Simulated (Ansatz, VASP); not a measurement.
# Cross-check of InSb between VASP and Ansatz

Wanted: the spread between two codes on one cell, functional and k mesh. The cell is taken from a series of runs on this material, whose earlier steps may have relaxed, scaled, displaced or heated it; both programs get it as it stands.

Main program and level: Ansatz 0.2.0; plane waves, with VASP 6.6.1 beside it; zone-centre phonons at LDA.

### 1. The starting structure

The structure is cubic, space group F-43m (No. 216). Conventional cell: a = 6.449 Å, b = 6.449 Å, c = 6.449 Å, α = 90.00°, β = 90.00°, γ = 90.00°. Nearest to In lie 4 Sb at 2.79 Å. Nearest to Sb lie 4 In at 2.79 Å. Farther neighbours are not listed.

Structure file:

```xyz
2
Lattice="0.0000 3.2246 3.2246 3.2246 0.0000 3.2246 3.2246 3.2246 0.0000" Properties=species:S:1:pos:R:3 pbc="T T T"
In    0.0000    0.0000    0.0000
Sb    1.6123    1.6123    1.6123
```

### 2. VASP: zone-centre phonons, LDA

Second derivatives magnify differences that forces hide, and they need a tight electronic threshold.

Lines of VASP's logs that name or quote its potential files are left out, and so is its time.

File INCAR:

```
SYSTEM = InSb
PREC = Accurate
ENCUT = 500
EDIFF = 1E-08
NELM = 120
ISMEAR = 1
SIGMA = 0.2
LREAL = .FALSE.
ALGO = Normal
GGA = CA
NBANDS = 15
LORBIT = 11
LWAVE = .FALSE.
LCHARG = .FALSE.
ISIF = 2
IBRION = 8
LASPH = .TRUE.
GGA_COMPAT = .FALSE.
KPAR = 2
```

File POSCAR:

```
InSb
1.0
    0.0000000000      3.2246481659      3.2246481659
    3.2246481659      0.0000000000      3.2246481659
    3.2246481659      3.2246481659      0.0000000000
In Sb
1 1
Direct
    0.0000000000      0.0000000000      0.0000000000
    0.2500000000      0.2500000000      0.2500000000
```

File KPOINTS:

```
Automatic mesh
0
Gamma
14 14 14
0 0 0
```

PAW data sets: In_d and Sb (LDA family, release 64).

Command:

```console
mpirun -np 2 vasp_std
```

Numbers of over 12 decimals in the logs are rounded to 6 here.

Log:

```text
[banner, memory and clock lines left out]
running    2 mpi-ranks, on    1 nodes
 distrk:  each k-point on    1 cores,    2 groups
 distr:  one band on    1 cores,    1 groups

 POSCAR found type information on POSCAR InSb
 POSCAR found :  2 types and       2 ions
 LDA part: xc-table for (Slater(with rela. corr.)+CA(PZ))
 , standard interpolation
 POSCAR, INCAR and KPOINTS ok, starting setup
 FFT: planning ... GRIDC
 FFT: planning ... GRID_SOFT
 FFT: planning ... GRID
 WAVECAR not read
 entering main loop
       N       E                     dE             d eps       ncg     rms          rms(c)
DAV:   1     0.112562141284E+03    0.11256E+03   -0.77768E+03  3127   0.117E+03
DAV:   2    -0.109558525711E+01   -0.11366E+03   -0.11037E+03  3533   0.286E+02
DAV:   3    -0.816343638252E+01   -0.70679E+01   -0.70376E+01  3883   0.759E+01
DAV:   4    -0.836744734176E+01   -0.20401E+00   -0.20396E+00  3933   0.153E+01
DAV:   5    -0.837749010787E+01   -0.10043E-01   -0.10043E-01  4665   0.271E+00    0.441E+00
DAV:   6    -0.824968205844E+01    0.12781E+00   -0.16013E-01  4544   0.656E+00    0.249E+00
DAV:   7    -0.821850427293E+01    0.31178E-01   -0.69991E-02  4235   0.258E+00    0.548E-01
DAV:   8    -0.821679407028E+01    0.17102E-02   -0.71375E-03  4306   0.104E+00    0.314E-01
DAV:   9    -0.821687379597E+01   -0.79726E-04   -0.59620E-04  3820   0.225E-01    0.739E-02
DAV:  10    -0.821686775408E+01    0.60419E-05   -0.33097E-05  3953   0.408E-02    0.343E-02
DAV:  11    -0.821687169154E+01   -0.39375E-05   -0.88527E-06  3729   0.382E-02    0.200E-02
DAV:  12    -0.821687156444E+01    0.12710E-06   -0.56957E-07  4334   0.802E-03    0.514E-03
DAV:  13    -0.821687157365E+01   -0.92159E-08   -0.84948E-08  3820   0.279E-03
   1 F= -.82168716E+01 E0= -.82170115E+01  d E =0.419730E-03
 Linear response reoptimize wavefunctions to high precision
DAV:   1    -0.821687157154E+01    0.21178E-08   -0.56620E-09  4138   0.580E-04
DAV:   2    -0.821687157156E+01   -0.22283E-10   -0.30331E-10  2736   0.129E-04
 Linear response DOF=           2
 Linear response progress:
  Degree of freedom:   1/  2
       N       E                     dE             d eps       ncg     rms          rms(c)
RMM:   1    -0.237028890060E+00   -0.23703E+00   -0.11879E-01 17334   0.471E+00
RMM:   2    -0.239286280960E+00   -0.22574E-02   -0.11116E-02 21729   0.955E-01    0.703E-02
RMM:   3    -0.239263767505E+00    0.22513E-04   -0.13015E-03 23674   0.300E-01    0.349E-02
RMM:   4    -0.239111205422E+00    0.15256E-03   -0.81713E-05 24135   0.951E-02    0.174E-02
RMM:   5    -0.239081211425E+00    0.29994E-04   -0.29805E-05 25609   0.371E-02    0.671E-03
RMM:   6    -0.239083735208E+00   -0.25238E-05    0.36133E-06 25502   0.118E-02    0.211E-03
RMM:   7    -0.239092792354E+00   -0.90571E-05   -0.61532E-07 25581   0.374E-03    0.773E-04
RMM:   8    -0.239091913226E+00    0.87913E-06   -0.18417E-06 25687   0.155E-03    0.455E-04
RMM:   9    -0.239090652499E+00    0.12607E-05    0.24868E-06 26069   0.642E-04    0.148E-04
RMM:  10    -0.239090288690E+00    0.36381E-06    0.12602E-06 25530   0.318E-04    0.378E-05
RMM:  11    -0.239090302187E+00   -0.13497E-07    0.89966E-07 26883   0.162E-04    0.228E-05
RMM:  12    -0.239090330131E+00   -0.27944E-07    0.17692E-07 27232   0.968E-05    0.104E-05
RMM:  13    -0.239090323022E+00    0.71092E-08    0.28326E-07 26545   0.663E-05    0.142E-05
RMM:  14    -0.239090341932E+00   -0.18910E-07    0.27003E-08 24790   0.516E-05    0.164E-05
RMM:  15    -0.239090335518E+00    0.64143E-08    0.22395E-08 20570   0.447E-05    0.105E-05
 first order change of Fermi-energy  -0.23902E-04
 force on displaced ion       1 direction 1 :  -6.920   0.000   0.000
 Linear response progress:
  Degree of freedom:   2/  2
       N       E                     dE             d eps       ncg     rms          rms(c)
RMM:   1    -0.294654184580E-01   -0.29465E-01    0.24764E-02 23547   0.150E+00
RMM:   2    -0.274583318716E-01    0.20071E-02   -0.12383E-04 21143   0.552E-01    0.874E-02
RMM:   3    -0.278223147452E-01   -0.36398E-03   -0.10692E-03 23637   0.188E-01    0.386E-02
RMM:   4    -0.278701205244E-01   -0.47806E-04   -0.76749E-05 24191   0.653E-02    0.110E-02
RMM:   5    -0.278889945200E-01   -0.18874E-04   -0.87600E-06 24139   0.258E-02    0.457E-03
RMM:   6    -0.278830725038E-01    0.59220E-05   -0.10543E-06 24660   0.738E-03    0.175E-03
RMM:   7    -0.278802650379E-01    0.28075E-05   -0.27219E-07 25097   0.281E-03    0.669E-04
RMM:   8    -0.278802450256E-01    0.20012E-07   -0.23764E-08 25596   0.906E-04    0.322E-04
RMM:   9    -0.278805450483E-01   -0.30002E-06    0.33657E-08 26716   0.405E-04    0.459E-05
RMM:  10    -0.278804904465E-01    0.54602E-07    0.63943E-09 25532   0.147E-04    0.404E-05
RMM:  11    -0.278805006823E-01   -0.10236E-07   -0.13455E-08 27240   0.695E-05    0.132E-05
RMM:  12    -0.278804931557E-01    0.75266E-08   -0.34556E-09 24910   0.315E-05    0.185E-05
 first order change of Fermi-energy   0.21474E-03
 force on displaced ion       2 direction 1 :  -6.949  -0.000  -0.000
 Linear response finished
```

OUTCAR, selected parts (step 2):

```text
ion  position               nearest neighbor table
   1  0.000  0.000  0.000-   2 2.79   2 2.79   2 2.79   2 2.79
   2  0.250  0.250  0.250-   1 2.79   1 2.79   1 2.79   1 2.79

  LATTYP: Found a face centered cubic cell.
 ALAT       =     6.4492963318

 Subroutine GETGRP returns: Found 24 space group operations
 (whereof 24 operations were pure point group operations)

The static configuration has the point symmetry T_d .

 Found    104 irreducible k-points:

   k-points           NKPTS =    104   k-points in BZ     NKDIM =    104   number of bands    NBANDS=     15

   dimension x,y,z NGX =    36 NGY =   36 NGZ =   36
   dimension x,y,z NGXF=    72 NGYF=   72 NGZF=   72

   ENCUT  =  500.0 eV  36.75 Ry    6.06 a.u.   8.31  8.31  8.31*2*pi/ulx,y,z

   NELECT =      18.0000    total number of electrons

 k-points in reciprocal lattice and weights: Automatic mesh
   0.00000000  0.00000000  0.00000000       0.000
   0.07142857  0.00000000  0.00000000       0.003
   0.14285714  0.00000000  0.00000000       0.003
   0.21428571  0.00000000  0.00000000       0.003
   0.28571429  0.00000000  0.00000000       0.003
   0.35714286  0.00000000  0.00000000       0.003
   0.42857143  0.00000000  0.00000000       0.003
   0.50000000  0.00000000  0.00000000       0.001
   0.07142857  0.07142857  0.00000000       0.002
[...]
-0.28571429  0.42857143  0.21428571       0.009
  -0.28571429  0.50000000  0.21428571       0.004

 average (electrostatic) potential at core
       1 -95.6925       2 -88.1567

  Total        0.0422234      0.0422234      0.0422234      0.0000000      0.0000000      0.0000000
  in kB        1.0087581      1.0087581      1.0087581      0.0000000      0.0000000      0.0000000
  external PRESSURE =       1.0087581 kB  Pullay stress =       0.0000000 kB

  energy-cutoff  :      500.00
  volume of cell :       67.06
      direct lattice vectors                 reciprocal lattice vectors
     0.000000000  3.224648166  3.224648166    -0.155055676  0.155055676  0.155055676
     3.224648166  0.000000000  3.224648166     0.155055676 -0.155055676  0.155055676
     3.224648166  3.224648166  0.000000000     0.155055676  0.155055676 -0.155055676

 POSITION                                       TOTAL-FORCE (eV/Angst)
 -----------------------------------------------------------------------------------
      0.00000      0.00000      0.00000         0.000000      0.000000      0.000000
      1.61232      1.61232      1.61232        -0.000000     -0.000000     -0.000000
 -----------------------------------------------------------------------------------
    total drift:                               -0.000000     -0.000000     -0.000000

 Eigenvectors and eigenvalues of the dynamical matrix
 ----------------------------------------------------

   1 f  =    5.355108 THz    33.647138 2PiTHz  178.627185 cm-1    22.146938 meV
             X         Y         Z           dx          dy          dz
      0.000000  0.000000  0.000000     0.000000    0.716658    0.000000
      1.612324  1.612324  1.612324     0.000000   -0.697424    0.000000

   2 f  =    5.355108 THz    33.647138 2PiTHz  178.627185 cm-1    22.146938 meV
             X         Y         Z           dx          dy          dz
      0.000000  0.000000  0.000000     0.716658    0.000000    0.000000
      1.612324  1.612324  1.612324    -0.697424    0.000000    0.000000

   3 f  =    5.355108 THz    33.647138 2PiTHz  178.627185 cm-1    22.146938 meV
             X         Y         Z           dx          dy          dz
      0.000000  0.000000  0.000000     0.000000    0.000000    0.716658
      1.612324  1.612324  1.612324     0.000000    0.000000   -0.697424

   4 f/i=    0.005613 THz     0.035267 2PiTHz    0.187228 cm-1     0.023213 meV
             X         Y         Z           dx          dy          dz
      0.000000  0.000000  0.000000    -0.697424    0.000000    0.000000
      1.612324  1.612324  1.612324    -0.716658    0.000000    0.000000

   5 f/i=    0.005613 THz     0.035267 2PiTHz    0.187228 cm-1     0.023213 meV
             X         Y         Z           dx          dy          dz
      0.000000  0.000000  0.000000     0.000000   -0.697424    0.000000
      1.612324  1.612324  1.612324     0.000000   -0.716658    0.000000

   6 f/i=    0.005613 THz     0.035267 2PiTHz    0.187228 cm-1     0.023213 meV
             X         Y         Z           dx          dy          dz
      0.000000  0.000000  0.000000     0.000000    0.000000   -0.697424
      1.612324  1.612324  1.612324     0.000000    0.000000   -0.716658

 ELASTIC MODULI CONTR FROM IONIC RELAXATION (kBar)
 Direction    XX          YY          ZZ          XY          YZ          ZX
 --------------------------------------------------------------------------------
 XX          -0.0000     -0.0000     -0.0000      0.0000      0.0000      0.0000
 YY          -0.0000     -0.0000     -0.0000      0.0000      0.0000      0.0000
 ZZ          -0.0000     -0.0000     -0.0000      0.0000      0.0000      0.0000
 XY           0.0000      0.0000      0.0000   -190.8710     -0.0000      0.0000
 YZ           0.0000      0.0000      0.0000     -0.0000   -190.8710     -0.0000
 ZX           0.0000      0.0000      0.0000      0.0000     -0.0000   -190.8710
 --------------------------------------------------------------------------------
```

### 3. Ansatz: zone-centre phonons, LDA

Ansatz runs on its default PAW (the set named soft_2) files.

The same cell, functional (in two slightly different forms), mesh and smearing now go to Ansatz, which takes its cutoff from its data sets.

File input.yaml:

```yaml
crystal:
  lattice:
    - [0.0, 3.2246481659, 3.2246481659]
    - [3.2246481659, 0.0, 3.2246481659]
    - [3.2246481659, 3.2246481659, 0.0]
  atoms:
    - { symbol: In, position: [0.0, 0.0, 0.0] }
    - { symbol: Sb, position: [0.25, 0.25, 0.25] }
kpoints:
  mp_grid: { grid: [14, 14, 14] }
hamiltonian:
  xc: lda
scf:
  occupations: { method: methfessel_paxton, width: 0.2 }
output:
  eigenvalues: true
phonons:
  method: dfpt
```

Command:

```console
ansatz run input.yaml --threads 8 --pin off --max-ram 14336MiB --backend cpu --events-out ev --progress --plain --runs-dir out
```

Log:

```text
zone centre: on kpoints.mp_grid the ground state, and the responses unless they are solved on pairs of k-points, stand on 244 of the mesh's 2744 k-points, reduced under 8 symmetry operations, with k and −k counted as one. Each operation leaves every solved displacement unchanged or reverses it
Engine: ansatz 0.2.0, aarch64-unknown-linux-gnu
Pseudopotentials: kind: paw
Pseudopotential: In, paw, valence charge 13, recommended cutoff 420 eV (normal), In.paw.azcp
Pseudopotential: Sb, paw, valence charge 15, recommended cutoff 420 eV (normal), Sb.paw.azcp
Functional definition: SPW92
  exchange = slater_x
  correlation = pw_c
Crystal: 2 atoms, lattice volume = 67.062 Å³
Basis set: ecut = 420 eV, 1363 PW (Γ), exchange–correlation on 64×64×64 points (8 copies of the dense FFT grid, shifted against one another)
Bands: 18, of which v1, the nominal top of the filled ones, is band 14 counted from 1 (13 counted from 0)
Symmetry: 24 space group operations
k-points: 244 of 2744 (irreducible under 8 space group operations, time reversal used)
Non-local potential: In, projectors of the file, l = 0: 2, l = 1: 2, l = 2: 2, l = 3: 2
Non-local potential: Sb, projectors of the file, l = 0: 2, l = 1: 2, l = 2: 2, l = 3: 2
PAW form: soft (Blöchl's): semilocal exchange-correlation on the pseudo side does not see the compensation charge
PAW frozen core: In, regenerated for the run's functional, and the local potential with it (the file was generated under x = pbe(κ = 0.804, μ = 0.219515), c = pbe(β = 0.066725))
PAW frozen core: Sb, regenerated for the run's functional, and the local potential with it (the file was generated under x = pbe(κ = 0.804, μ = 0.219515), c = pbe(β = 0.066725))
PAW one-centre angular grid: In, 590 points (default); XC on 64 Gauss nodes
PAW one-centre angular grid: Sb, 590 points (default); XC on 64 Gauss nodes
Initial density: superposition of atomic densities (neutral atoms: chi_scale 0, normalization atom), corrected by the library's trained network
Initial wavefunctions: pseudopotential atomic-orbital guess
Functional: x = slater, c = lda
SCF iter   1: F=—  HF=-11793.167208 eV  |F-HF|=—  |Δ(HF+E_count)|=         —  Δρ=7.02e-3  dr2=2.15e-2  ethr=1.77e-3  ⟨swp⟩=5.4  Hψ=22987  notcnv=0
preconditioner: auto → none  [insulator: Δε(μ)=0.394 eV  Ē_g=13.965 eV  σ=0.200 eV  W_gap=0.72  n_scr=14 (ndim 8)  ℏωp=19.2 eV  f_vac=0.109  D(μ)=0.04/eV (n_scr^D=0)  ε∞_Penn≈2.9]
SCF iter   2: F=—  HF=-11793.159036 eV  |F-HF|=—  |Δ(HF+E_count)|=   8.17e-3  S|Δr|=    0.00e0  Δρ=2.25e-3  dr2=1.39e-3  ethr=7.67e-5  ⟨swp⟩=2.4  Hψ=9792  notcnv=0
SCF iter   3: F=—  HF=-11793.159025 eV  |F-HF|=—  |Δ(HF+E_count)|=   1.18e-5  S|Δr|=    0.00e0  Δρ=7.12e-4  dr2=1.68e-4  ethr=4.95e-6  ⟨swp⟩=2.0  Hψ=6228  notcnv=0
SCF iter   4: F=—  HF=-11793.159038 eV  |F-HF|=—  |Δ(HF+E_count)|=   1.30e-5  S|Δr|=    0.00e0  Δρ=1.65e-4  dr2=2.19e-5  ethr=6.02e-7  ⟨swp⟩=2.3  Hψ=6184  notcnv=0
SCF iter   5: F=—  HF=-11793.159030 eV  |F-HF|=—  |Δ(HF+E_count)|=   7.46e-6  S|Δr|=    0.00e0  Δρ=1.51e-5  dr2=1.49e-7  ethr=7.82e-8  ⟨swp⟩=2.0  Hψ=6589  notcnv=0
SCF iter   6: F=—  HF=-11793.159029 eV  |F-HF|=—  |Δ(HF+E_count)|=   1.36e-6  S|Δr|=    0.00e0  Δρ=2.25e-6  dr2=3.59e-9  ethr=5.31e-10  ⟨swp⟩=2.0  Hψ=6525  notcnv=0
SCF iter   7: F=—  HF=-11793.159029 eV  |F-HF|=—  |Δ(HF+E_count)|=   1.18e-9  S|Δr|=    0.00e0  Δρ=3.14e-7  dr2=5.59e-11  ethr=1.28e-11  ⟨swp⟩=2.0  Hψ=5370  notcnv=0
SCF iter   8: F=-11793.159029 eV  HF=-11793.159029 eV  |F-HF|=3.64e-12  |Δ(HF+E_count)|=  1.27e-11  S|Δr|=    0.00e0  Δρ=2.73e-8  dr2=2.57e-13  ethr=1.00e-12  ⟨swp⟩=6.8  Hψ=23108  notcnv=0
SCF 1 converged in 8 iterations: F = -11793.159029 eV  dr2 = 2.57e-13
  greatest PAW one-centre occupation: 0.998 electrons in one spin orbital (limit 2), on the Sb atom at site 1 (counted from 0), in its partial waves of l = 2
DFPT response loops at Γ: preconditioner auto → Kerker (q_TF=auto, 2.359 Å⁻¹) (partly filled bands, converged f_vac=0.091); β = 1.00, the filter's whole step (`scf.mixing.beta` (0.50) is not read by the response loops under this deck's `scf.mixing.preconditioner`; to damp them name `kerker` or `kerker_dos`, under which they read `scf.mixing.beta`, and type it under 1.00, their step now; both keys bind the ground state too); Broyden in place of MSR1
SCF converged after 8 iterations
Stability not checked: this state was not tested for a lower state beside it, because cold or Methfessel-Paxton smearing, or corrected tetrahedra, fill the levels in a way that the test cannot read (fill_not_monotonic; see scf.lower_state_search)
Free energy (F): -11793.159029 eV
Harris-Foulkes:  -11793.159029 eV  (|F-HF|=3.64e-12)
Internal energy: -11793.159462 eV  (E = F + TS)
E sigma→0 (E₀):  -11793.159137 eV
Entropy (-TS):   0.000433 eV (0.217 meV/atom)
Fermi energy:    7.286631 eV
Step filling:    the computed levels leave a gap of 0.0000 eV = 0.0 smearing widths at the electron count; against every level under it full and every level over it empty, smearing changes F+E_penalty+E_count by +0.147 meV and its σ→0 estimate by +0.039 meV
--- Per-component energies (eV) ---
  E_band       = -264.581060
  E_kinetic    = 453.199977
  E_local      = -3192.223508  (includes V_loc(G=0)·N_el)
  E_nonlocal   = 737.134219
  E_hartree    = 1368.359099
  E_xc         = -351.463572
  E_vxc        = -198.549803  (∫ρ·V_xc dr)
  E_paw        = -8443.200994  (= ΣΔE_a)
  E_vpaw       = -800.860169  (= ΣTr[D̂ρ^β])
  E_aug_tail   = 0.000023  (compensation charges beyond the density's cutoff)
  E_ewald      = -2365.808067
  E_core_change = 0.843360  (= ΣΔE_core)
  E_smearing   = 0.000433  (= −TS)
  E_closure    = 0.000000  (closes the sum)
  Σ components = -11793.159029   (vs F -11793.159029, Δ=0.00e0)
--- Band table (eV; the first three rows and the last of 244) ---
  k-point 0: bands = [... 10 lower, -3.6484, 6.8927, 7.2387, 7.2387, 7.2387, 10.1709, 10.1709, 10.1709]
  k-point 1: bands = [... 10 lower, -3.6007, 6.0738, 7.1613, 7.1613, 7.8225, 10.2537, 10.2778, 10.2778]
  k-point 2: bands = [... 10 lower, -3.4602, 5.0354, 6.9697, 6.9697, 8.1188, 10.5367, 10.5367, 10.6730]
  k-point 243: bands = [... 10 lower, -1.5949, 1.3082, 4.3339, 4.4543, 10.4867, 10.6546, 11.9758, 12.3940]
--- Phonons (Γ-DFPT): 2 representative perturbations + reference, on 244 of 2744 k-points (Σ response iterations 6) ---
  k mesh reduced under 8 symmetry operations, with k and −k counted as one. Each operation leaves every solved displacement unchanged or reverses it
  ASR residual: 8.951e-5 → 0.000e0 eV/Å²; symmetrization residual: 2.278e-5 eV/Å²
  ASR residual per site (eV/Å²): 8.95e-5 5.55e-5
  Γ frequencies (cm⁻¹): 0.00 0.00 0.00 177.81 177.81 177.81
  non-analytic LO–TO correction: not included (Born effective charges unavailable; polar crystals: no LO–TO splitting at Γ)
```

The column dr2 measures how far the density is from self-consistency, as an energy; F and HF (Harris–Foulkes) agree once it is small.

### 4. Side by side

Known differences besides the potentials themselves: the two LDA forms differ slightly; the data sets hold 28 valence electrons in Ansatz (on its default PAW (the set named soft_2) files) and 18 in VASP; the cutoff is 420 eV in Ansatz and 500 eV in VASP; VASP's log shows a relativistic correction to its local exchange, Ansatz's none. Total energies have different zeros and are not compared.

The two programs side by side:

| quantity | Ansatz | VASP | difference |
| --- | --- | --- | --- |
| optical mode 1 to 3 (cm⁻¹) | 177.8 | 178.6 | -0.46 % |

Modes are paired by rising frequency, not by their patterns, so a pair may set unlike modes beside each other; they are those without the splitting of longitudinal modes.

### 5. Outcome

```
r.m.s. difference of the optical zone-centre modes, each program's sorted by frequency (zone-centre phonons, LDA) : 0.82 cm⁻¹
```

The r.m.s. difference of the optical zone-centre modes, each program's sorted by frequency is 0.82 cm⁻¹ (zone-centre phonons, LDA). The data sets hold unlike numbers of valence electrons (28 in Ansatz and 18 in VASP), so part of the differences comes from the potentials. How closely two codes agree says nothing of how well the functional describes the real material.

[Lines on the potential files, build, host, timing and source positions are cut from VASP's logs without a mark.]

[Logs are printed without paths, hosts, clocks, repeated set-up lines and the standing remarks that a program may print on its own settings, such as how far it seeks lower states.]

[Hosts, paths, dates, database ids (printed as entryN), source tags and the programs' standing remarks are cut or masked in the printed files.]
